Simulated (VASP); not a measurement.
## Al16SO23 (a cell with a defect): single point with PBE

Al16SO23 (a cell with a defect):

```
Al S O
1.0
    -4.80503   -2.77418    4.37208
     4.80503   -2.77418    4.37208
     0.00000    5.54837    4.37208
Al S O
16 1 23
Cartesian
  0.0080 -0.0206 8.4888
  0.0250 2.8551 4.1438
  2.4581 -1.3706 4.0445
  -2.4040 -1.4116 4.1314
  0.0250 -0.0809 11.1585
  0.0080 2.7947 6.8135
  2.4581 -1.4036 6.8857
  -2.4040 -1.3626 6.7988
  0.0365 -0.0131 1.8900
  -0.1351 -2.9929 6.4168
  -2.3876 1.4100 6.3225
  2.3972 1.3707 6.2966
  -0.1351 0.2187 4.5134
  0.0365 -2.7610 9.0402
  -2.3876 1.3642 8.9798
  2.3972 1.4035 9.0057
  0.8100 -1.3871 5.4651
  -3.8707 -1.3871 5.4651
  -1.4608 -0.0108 9.8320
  -1.4608 2.7849 5.4703
  1.6958 0.1254 7.6972
  -3.1254 0.1310 7.6502
  -0.7121 -4.1398 7.6715
  -0.7772 -1.2307 3.2246
  -1.7188 -0.0717 5.4492
  3.1830 -0.1006 5.4655
  0.7540 4.0554 5.4505
  0.7334 1.2101 9.8595
  0.7334 1.5641 5.4428
  0.7540 -1.2812 9.8518
  -1.7188 -2.7025 5.4810
  3.1830 -2.6736 5.4647
  -0.7772 -1.5435 7.7056
  -0.7121 1.3656 3.2587
  1.6958 2.6488 7.6051
  -3.1254 2.6431 7.6521
  -0.9070 1.3871 7.6511
  3.8824 1.3871 7.6511
  1.4727 0.0352 3.2205
  1.4727 -2.8093 7.7097
```

| Property | Result |
| --- | --- |
| Program | VASP 6.6.1 |
| Task | single point |
| Functional | PBE |
| Potentials or basis | VASP PAW PBE potentials, release 64 (Al, S, O) |
| Cutoff | 520 eV |
| k mesh | 3 × 3 × 3 |
| Occupations | fermi-dirac, width 0.01 eV |
| Spin | no spin polarisation |
| Dipole correction | no |
| Further INCAR settings | LREAL = Auto; ALGO = Fast; EDIFF = 1e-07; NBANDS = 122 |

```
Pressure               : 9.8 GPa
Largest force          : 0.056 eV/Å
Band gap on the k mesh : 5.05 eV, indirect (least direct gap 5.12 eV)
```

Forces on the atoms (eV/Å):
```
Al   0.004  0.000  0.000
Al  -0.001 -0.006 -0.003
Al  -0.015  0.004  0.019
Al  -0.003 -0.007 -0.001
Al  -0.001  0.006  0.003
Al   0.004  0.000  0.000
Al  -0.015 -0.004 -0.019
Al  -0.003  0.007  0.001
Al  -0.002  0.004 -0.004
Al   0.035  0.031 -0.030
Al  -0.004  0.007 -0.003
Al  -0.004 -0.003 -0.008
Al   0.035 -0.031  0.030
Al  -0.002 -0.004  0.004
Al  -0.004 -0.007  0.003
Al  -0.004  0.003  0.008
S   -0.012  0.000  0.000
O    0.001  0.000  0.000
O   -0.002  0.002 -0.006
O   -0.002 -0.002  0.006
O   -0.003  0.005  0.000
O    0.003 -0.005 -0.004
O   -0.002  0.005  0.011
O   -0.010 -0.007  0.000
O   -0.003 -0.003 -0.005
O    0.002  0.003  0.005
O    0.002  0.000  0.005
O    0.008  0.005 -0.004
O    0.008 -0.005  0.004
O    0.002  0.000 -0.005
O   -0.003  0.003  0.005
O    0.002 -0.003 -0.005
O   -0.010  0.007  0.000
O   -0.002 -0.005 -0.011
O   -0.003 -0.005  0.000
O    0.003  0.005  0.004
O    0.000  0.000  0.000
O   -0.003  0.000  0.000
O    0.003 -0.002  0.000
O    0.003  0.002  0.000
```

Stress tensor (GPa, compression positive):
```
 9.40  0.00  0.00
 0.00 10.65 -3.00
 0.00 -3.00  9.37
```

Levels at points of the mesh, in eV from the valence-band top:
| k point | band 92 | band 93 | band 94 | band 95 | band 96 | band 97 | band 98 | band 99 | band 100 | band 101 |
| --- | --- | --- | --- | --- | --- | --- | --- | --- | --- | --- |
| (0.00, 0.00, 0.00) | -1.23 | -1.16 | -0.51 | -0.26 | -0.07 | 5.05 | 7.35 | 7.46 | 7.71 | 7.91 |

It took 5.2 min on 1 thread of Intel(R) Xeon(R) 6975P-C (Granite Rapids), with other jobs on the host, peak memory 0.55 GiB.

Expect the measured gap to be larger: semilocal functionals such as PBE lack the derivative discontinuity.
